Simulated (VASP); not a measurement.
Given:

```
Al3Sc
1.0
    4.04851     0.00000     0.00000
    0.00000     4.04851     0.00000
    0.00000     0.00000     4.04851
Sc Al
1 3
Cartesian
  0.00000   0.00000   0.00000
  0.00000   2.02425   2.02425
  2.02425   0.00000   2.02425
  2.02425   2.02425   0.00000
```

Method: PBE GGA with D3 dispersion (Becke-Johnson damping), VASP's PBE PAW potentials (set 64) (plane waves; VASP). Settings: 520 eV cut-off, Gaussian smearing of 0.050 eV, potentials Sc_sv Al.

Q: Give the energies of bands 5 to 13 at the high-symmetry points, in eV from the Fermi level.

A: 
```
band       Γ      X      M      R
----  ------  -----  -----  -----
5     -10.16  -8.25  -6.84  -4.82
6      -2.63  -7.40  -5.66  -4.82
7      -2.63  -1.74  -5.66  -4.82
8      -1.80  -1.74  -4.40  -4.56
9      -1.80  -1.50  -0.53  -2.96
10     -1.80   1.06  -0.53  -2.96
11      1.28   1.07   1.23  -2.96
12      1.35   1.07   1.44   1.06
13      1.35   1.38   2.18   2.73
```

It has no gap at this level: it comes out as a metal or semimetal.

The compound is Al3Sc in the L1_2 structure. It was relaxed first.
